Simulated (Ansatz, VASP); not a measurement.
# In26Si8O55 (amorphous 62In2O3-38SiO2 (mol %)) in two plane-wave programs, part 2 of 2

One calculation is typed for both programs; each brings its own data sets. How far apart do they land? Of the first pair: The structure shown is the start of the Ansatz relaxation below; VASP solves that cell, so the two are compared at the walk's first step.

VASP 6.6.1 and Ansatz 0.2.0.

So far: Set-up; Ansatz: relaxation, r2SCAN.

### 3. VASP: single point, r2SCAN, start cell, pair 1

Level of this step: r2SCAN; plane waves and PAW (In_d, Si, O) (VASP).

The same cell, functional, mesh and smearing now go to VASP, with its own data sets.

Lines of VASP's logs that name or quote its potential files are left out, and so is its time.

INCAR

```
SYSTEM = In26Si8O55
PREC = Accurate
ENCUT = 580
EDIFF = 1E-06
NELM = 120
ISMEAR = 0
SIGMA = 0.025
LREAL = Auto
ALGO = Normal
METAGGA = R2SCAN
LASPH = .TRUE.
NBANDS = 416
LORBIT = 11
LWAVE = .FALSE.
LCHARG = .FALSE.
ISIF = 2
GGA_COMPAT = .FALSE.
EFERMI = MIDGAP
LMIXTAU = .TRUE.
NCORE = 2
```

POSCAR

```
In26Si8O55
1.0
   10.4232300000     -0.1431400000     -0.1226000000
   -0.1431400000     10.6266700000      0.0766700000
   -0.1226000000      0.0766700000     10.7424500000
In Si O
26 8 55
Direct
    0.5372545783      0.4391377790      0.2599498920
    0.3528289256      0.6830753522      0.5345973627
    0.4461838205      0.6807901670      0.9251898733
    0.8823209416      0.1296958797      0.6490166363
    0.5750998711      0.1765029378      0.7849396333
    0.1368658186      0.6568911411      0.0616354654
    0.7934473348      0.6164468005      0.4147297560
    0.2705319351      0.3509681700      0.0365334245
    0.6603754263      0.7878902414      0.2240321791
    0.3344429300      0.9075286578      0.7142898018
    0.0984239135      0.6336665034      0.3563789974
    0.4637456186      0.0593598504      0.3101996372
    0.2242962309      0.5229067080      0.7727759925
    0.0556632978      0.3924223812      0.5442089371
    0.6739940680      0.2434967471      0.0615095045
    0.9325184396      0.3240464725      0.8757762073
    0.6719031083      0.9024092184      0.8917600367
    0.6339302954      0.8978887153      0.5618065457
    0.7411473206      0.3717334114      0.5582305583
    0.7409261536      0.5665177498      0.0281595568
    0.1401036300      0.0790627322      0.4732081569
    0.0271696547      0.9498035657      0.8796140136
    0.9811894801      0.3785216086      0.2102939812
    0.3863402639      0.0255177042      0.9890768748
    0.7741471018      0.1177542649      0.3218429888
    0.2447335074      0.2011977940      0.7717307033
    0.6932986117      0.6300422584      0.7432841735
    0.9286467952      0.8915309294      0.1254926409
    0.0061826512      0.8517800082      0.5621484875
    0.9714756469      0.6777127682      0.7920579269
    0.3814311104      0.7491130971      0.2285166748
    0.4468319620      0.4107883991      0.5940624766
    0.2955657971      0.3028883329      0.3588486722
    0.1351176907      0.0927161166      0.1679558094
    0.7276257537      0.2825956300      0.8765077157
    0.8458607201      0.2334969158      0.1784509414
    0.8136737720      0.9390264515      0.2144912237
    0.6252993867      0.7450211275      0.0236297060
    0.0407791459      0.0010820828      0.0774512853
    0.6741996687      0.4510813958      0.3953541761
    0.0148726755      0.7730577808      0.1734569907
    0.3183910185      0.1521197489      0.3971320991
    0.6251489260      0.0385486573      0.4270243504
    0.4909112825      0.5570882296      0.5892299958
    0.5856024142      0.1969207466      0.2323117112
    0.9578882675      0.8095265591      0.7048457941
    0.1191857210      0.2403368848      0.1223357372
    0.9049280397      0.3412424761      0.6764081859
    0.8614630981      0.8785532768      0.9810105419
    0.1898821096      0.5546610084      0.5227628415
    0.9327988034      0.9818160327      0.5280532186
    0.3521804839      0.3476955097      0.2225860500
    0.7555457593      0.5676009362      0.6213770552
    0.9569219048      0.1227045460      0.8299606578
    0.4001819915      0.3796505189      0.4481709952
    0.2931193616      0.5405127165      0.9639602999
    0.1599938444      0.8982508279      0.5724063276
    0.6837294701      0.7740197406      0.4215035806
    0.2871732891      0.0526886011      0.1552316101
    0.9488534203      0.4844217785      0.3929633195
    0.9742853912      0.7398663585      0.4648959814
    0.8417726109      0.2213989310      0.4755178443
    0.3771490964      0.2225552302      0.9360132158
    0.9155041389      0.4556057935      0.0244273430
    0.7800076427      0.6328494843      0.2121777031
    0.5935596436      0.5646390494      0.8416496736
    0.5654333167      0.3188671207      0.6370217765
    0.4037601587      0.1006466311      0.7037393163
    0.7011094488      0.0328119729      0.7131185460
    0.6610310263      0.7798354880      0.7247371332
    0.4565815757      0.8786774226      0.8783106929
    0.3191941314      0.6988506983      0.7438854561
    0.4323894916      0.8639772881      0.5515938927
    0.4828957898      0.6349324151      0.2426562614
    0.0676299107      0.7391297676      0.8998619819
    0.0336198692      0.5596916733      0.7284939874
    0.1432347726      0.3190638965      0.3784516525
    0.3269660383      0.3798083693      0.6874098673
    0.8270879325      0.6409569686      0.8432395599
    0.1402779549      0.3466700763      0.8664521485
    0.4765289645      0.8788813791      0.2338329353
    0.2784185811      0.7397583127      0.3428376998
    0.2174034385      0.0014177905      0.8510856424
    0.6030537775      0.4280011893      0.0807841360
    0.5937537698      0.0701242299      0.9730385329
    0.1107087375      0.2010558779      0.6155260613
    0.1305027173      0.5205977354      0.1977282096
    0.3127885534      0.7589524213      0.0891564768
    0.0692908641      0.0570533704      0.2990864075
```

KPOINTS

```
Automatic mesh
0
Gamma
1 1 1
0 0 0
```

Potentials, in the order of the species: In_d, Si and O (PBE family, release 64).

Started as:

```bash
mpirun -np 8 vasp_gam
```

Numbers of over 12 decimals in the logs are rounded to 6 here.

Log:

```text
[banner, memory and clock lines left out]
running    8 mpi-ranks, on    1 nodes
[...]
|                                                                             |
|               ----> ADVICE to this user running VASP <----                  |
|                                                                             |
|     You enforced a specific xc type in the INCAR file but a different       |
|     [... a line on the potential file left out ...]
|     I HOPE YOU KNOW WHAT YOU ARE DOING!                                     |
|                                                                             |

 LDA part: xc-table for (None), standard interpolation
 POSCAR, INCAR and KPOINTS ok, starting setup
[...]
entering main loop
       N       E                     dE             d eps       ncg     rms          rms(c)
DAV:   1     0.169856614614E+05    0.16986E+05   -0.32710E+05   832   0.276E+03
DAV:   2     0.375094506073E+04   -0.13235E+05   -0.12681E+05   832   0.864E+02
DAV:   3    -0.560052048164E+03   -0.43110E+04   -0.40601E+04   832   0.387E+02
DAV:   4    -0.139440037126E+04   -0.83435E+03   -0.80980E+03  1136   0.168E+02
[...]
DAV:  24    -0.116415320032E+04   -0.57788E-05   -0.15448E-06   536   0.529E-03    0.276E-03
DAV:  25    -0.116415320413E+04   -0.38087E-05   -0.13295E-06   520   0.419E-03    0.189E-03
DAV:  26    -0.116415320429E+04   -0.16048E-06   -0.46999E-07   464   0.290E-03
   1 F= -.11641532E+04 E0= -.11641532E+04  d E =0.000000E+00
```

From OUTCAR (step 3):

```text
  FREE ENERGIE OF THE ION-ELECTRON SYSTEM (eV)
  ---------------------------------------------------
  free  energy   TOTEN  =     -1164.1532042900 eV

  energy  without entropy=    -1164.1532042900  energy(sigma->0) =    -1164.15320429
```

The run ends at a pressure of -4.29 GPa, with forces up to 0.45 eV/Å.

### 4. Side by side

Known differences besides the potentials themselves: VASP keeps PBE cores, Ansatz makes them for the functional; the cutoff is 500 eV in Ansatz and 580 eV in VASP (PREC = Accurate, projectors in real space). Total energies have different zeros and are not compared.

Forces on 9 of the 89 atoms, those with the largest forces and the largest differences (eV/Å; atoms numbered as in POSCAR):

```tsv
atom	Ansatz x, y, z	VASP x, y, z
O44	-0.332, -0.391, -0.056	-0.270, -0.357, -0.042
O51	0.271, -0.250, 0.217	0.246, -0.239, 0.196
O65	-0.196, 0.129, -0.006	-0.130, 0.101, -0.015
O66	0.290, 0.322, -0.203	0.269, 0.277, -0.183
O76	-0.009, 0.359, 0.303	-0.026, 0.319, 0.258
O77	0.411, -0.012, 0.034	0.366, -0.016, 0.008
O84	0.147, -0.028, 0.173	0.110, -0.024, 0.122
O88	0.072, -0.178, 0.355	0.079, -0.148, 0.318
O89	0.321, 0.159, -0.202	0.280, 0.131, -0.197
```

The forces differ by 22 meV/Å r.m.s., which is 19.0 % of the r.m.s. force of 0.117 eV/Å (both taken over all components).

### 5. Ansatz: relaxation, r2SCAN

This run makes the geometry at which the two programs are then compared.

The structure compared here is the end of the Ansatz relaxation.

This is the run of step 2 again, met here at its other cell.

### 6. VASP: single point, r2SCAN, relaxed atoms in a fixed cell, pair 2

The same cell, functional, mesh and smearing now go to VASP, with its own data sets.

Changes to INCAR since step 3:

```diff
@@ -2,3 +2,3 @@
 PREC = Accurate
-ENCUT = 580
+ENCUT = 660
 EDIFF = 1E-06
```

POSCAR

```
In26Si8O55
1.0
   10.4232300000     -0.1431400000     -0.1226000000
   -0.1431400000     10.6266700000      0.0766700000
   -0.1226000000      0.0766700000     10.7424500000
In Si O
26 8 55
Direct
    0.5402900000      0.4412800000      0.2597300000
    0.3521700000      0.6807300000      0.5414900000
    0.4444700000      0.6802300000      0.9284700000
    0.8820400000      0.1268200000      0.6448900000
    0.5810200000      0.1746600000      0.7793000000
    0.1327300000      0.6648700000      0.0650900000
    0.7956300000      0.6158500000      0.4142200000
    0.2689300000      0.3530300000      0.0374600000
    0.6608300000      0.7881700000      0.2258100000
    0.3345600000      0.9059600000      0.7172100000
    0.1022500000      0.6239200000      0.3648500000
    0.4609300000      0.0568700000      0.3029400000
    0.2235500000      0.5210800000      0.7740800000
    0.0587200000      0.3860300000      0.5418900000
    0.6766800000      0.2440300000      0.0576500000
    0.9332300000      0.3282600000      0.8686900000
    0.6679000000      0.9012900000      0.8916200000
    0.6323900000      0.8963900000      0.5595000000
    0.7416400000      0.3740300000      0.5591600000
    0.7397700000      0.5679700000      0.0287000000
    0.1439700000      0.0742600000      0.4721500000
    0.0265000000      0.9559300000      0.8799300000
    0.9788600000      0.3797500000      0.2054400000
    0.3856100000      0.0322700000      0.9822900000
    0.7660300000      0.1192500000      0.3200000000
    0.2457300000      0.2025000000      0.7707800000
    0.6962500000      0.6337400000      0.7461600000
    0.9237200000      0.8994700000      0.1205300000
    0.0112300000      0.8493300000      0.5616000000
    0.9731900000      0.6818200000      0.7962400000
    0.3821500000      0.7429500000      0.2333000000
    0.4465200000      0.4085300000      0.5950900000
    0.2983200000      0.3025000000      0.3580900000
    0.1358700000      0.0945900000      0.1669600000
    0.7304600000      0.2809900000      0.8735100000
    0.8432000000      0.2362200000      0.1815200000
    0.8090300000      0.9427900000      0.2102600000
    0.6246500000      0.7465800000      0.0256800000
    0.0359700000      0.0097100000      0.0764800000
    0.6744000000      0.4523000000      0.3970300000
    0.0068900000      0.7807200000      0.1649100000
    0.3185700000      0.1513900000      0.3909700000
    0.6193400000      0.0332200000      0.4218400000
    0.4882600000      0.5538400000      0.5888500000
    0.5855500000      0.1884700000      0.2237700000
    0.9628200000      0.8070600000      0.7024100000
    0.1213300000      0.2428700000      0.1256900000
    0.9080100000      0.3405800000      0.6703900000
    0.8580100000      0.8899200000      0.9765700000
    0.1879500000      0.5511300000      0.5332900000
    0.9418200000      0.9806800000      0.5284300000
    0.3551700000      0.3508000000      0.2238800000
    0.7537600000      0.5682500000      0.6249100000
    0.9589000000      0.1259600000      0.8227800000
    0.4007200000      0.3745500000      0.4510900000
    0.2906400000      0.5409500000      0.9647800000
    0.1645100000      0.8946400000      0.5709500000
    0.6896000000      0.7742000000      0.4219100000
    0.2855900000      0.0520900000      0.1490900000
    0.9489000000      0.4818300000      0.3953900000
    0.9794100000      0.7386000000      0.4639500000
    0.8308200000      0.2168700000      0.4770800000
    0.3715500000      0.2258300000      0.9369500000
    0.9102600000      0.4527800000      0.0217200000
    0.7762700000      0.6314400000      0.2131500000
    0.5972500000      0.5699500000      0.8449500000
    0.5666000000      0.3196300000      0.6373300000
    0.4056100000      0.0985400000      0.7113000000
    0.7019400000      0.0315600000      0.7075600000
    0.6614700000      0.7815600000      0.7248700000
    0.4530800000      0.8769600000      0.8824200000
    0.3189700000      0.6967000000      0.7471300000
    0.4332900000      0.8594300000      0.5582000000
    0.4860800000      0.6327500000      0.2434200000
    0.0660600000      0.7471000000      0.9026700000
    0.0326000000      0.5586900000      0.7434200000
    0.1481200000      0.3237700000      0.3769200000
    0.3291300000      0.3790100000      0.6900000000
    0.8281500000      0.6481000000      0.8450000000
    0.1398900000      0.3453900000      0.8654000000
    0.4741600000      0.8726200000      0.2405000000
    0.2812900000      0.7280400000      0.3482000000
    0.2160800000      0.0028200000      0.8485000000
    0.6072100000      0.4263600000      0.0827800000
    0.5920900000      0.0729700000      0.9649400000
    0.1164400000      0.1992200000      0.6112500000
    0.1217000000      0.5255400000      0.1971500000
    0.3120500000      0.7525600000      0.0964600000
    0.0749700000      0.0573700000      0.2983000000
```

KPOINTS is that of step 3.

Started as:

```bash
mpirun -np 8 vasp_gam
```

Log:

```text
[banner, memory and clock lines left out]
running    8 mpi-ranks, on    1 nodes
[...]
[... a notice as in an earlier step ...]

 LDA part: xc-table for (None), standard interpolation
 POSCAR, INCAR and KPOINTS ok, starting setup
[...]
entering main loop
       N       E                     dE             d eps       ncg     rms          rms(c)
DAV:   1     0.179821599582E+05    0.17982E+05   -0.35470E+05   832   0.300E+03
DAV:   2     0.423398127096E+04   -0.13748E+05   -0.13146E+05   832   0.942E+02
DAV:   3    -0.434446908733E+03   -0.46684E+04   -0.43951E+04   832   0.411E+02
DAV:   4    -0.138589094688E+04   -0.95144E+03   -0.92238E+03  1144   0.183E+02
[...]
DAV:  24    -0.116454125129E+04   -0.45325E-05   -0.11757E-06   536   0.464E-03    0.356E-03
DAV:  25    -0.116454125445E+04   -0.31631E-05   -0.10355E-06   520   0.443E-03    0.206E-03
DAV:  26    -0.116454125459E+04   -0.14208E-06   -0.43356E-07   464   0.237E-03
   1 F= -.11645413E+04 E0= -.11645413E+04  d E =0.000000E+00
```

Parts of OUTCAR (step 6):

```text
  FREE ENERGIE OF THE ION-ELECTRON SYSTEM (eV)
  ---------------------------------------------------
  free  energy   TOTEN  =     -1164.5412545924 eV

  energy  without entropy=    -1164.5412545924  energy(sigma->0) =    -1164.54125459
```

The run ends at a pressure of -1.91 GPa, with forces up to 0.077 eV/Å.

### 7. Side by side

What differs besides the data sets and the points named for the pairs above, as far as they apply: the cutoff is 500 eV in Ansatz and 660 eV in VASP (PREC = Accurate, projectors in real space). Total energies have different zeros and are not compared.

The two programs side by side:

```tsv
quantity	Ansatz	VASP	difference
pressure (GPa)	-2.40	-1.91	-0.49
gap on the k mesh (eV)	1.499	1.476	+0.023
```

Forces on 7 of the 89 atoms, those with the largest forces and the largest differences (eV/Å; atoms numbered as in POSCAR):

```tsv
atom	Ansatz x, y, z	VASP x, y, z
In14	0.001, -0.011, 0.005	-0.039, -0.006, 0.041
Si34	0.000, 0.000, -0.017	-0.032, -0.008, -0.054
O41	0.009, -0.007, -0.002	0.030, -0.035, 0.040
O44	0.010, 0.007, 0.007	0.070, 0.027, 0.019
O45	0.001, 0.007, 0.011	-0.025, 0.051, 0.000
O63	-0.001, 0.003, 0.002	0.054, 0.024, -0.006
O65	-0.005, 0.003, 0.001	0.061, -0.027, -0.011
```

The forces differ by 22 meV/Å r.m.s., where the r.m.s. force is 0.006 eV/Å in Ansatz and 0.022 eV/Å in VASP: the atoms lie near their places of rest in Ansatz, so a percentage would say little (all taken over all components). A gap on the mesh is an upper bound, since the band edges may lie between its points.

### 8. Outcome

```yaml
r_m_s_force_difference_single_point_r2scan_start_cell_pair_1: 22 meV/Å
r_m_s_force_difference_single_point_r2scan_relaxed_atoms_in_a_fixed_cell_pair_2: 22 meV/Å
```

**Reading.** The r.m.s. force difference is 22 meV/Å (single point, r2SCAN, start cell, pair 1), beyond the 12 meV/Å picked in this series as the mark of a large difference. What causes the difference of the single point, r2SCAN, start cell, pair 1 pair stays open here. What causes the difference of the single point, r2SCAN, relaxed atoms in a fixed cell, pair 2 pair stays open here. Such differences can come from data sets, numerical settings and the points named under the comparisons, not from the functional's error against experiment.

[Lines on the potential files, build, host, timing and source positions are cut from VASP's logs without a mark.]

[Logs are printed without paths, hosts, clocks, repeated set-up lines and the standing remarks that a program may print on its own settings, such as how far it seeks lower states.]

[Hosts, paths, dates, database ids (printed as entryN), source tags and the programs' standing remarks are cut or masked in the printed files.]
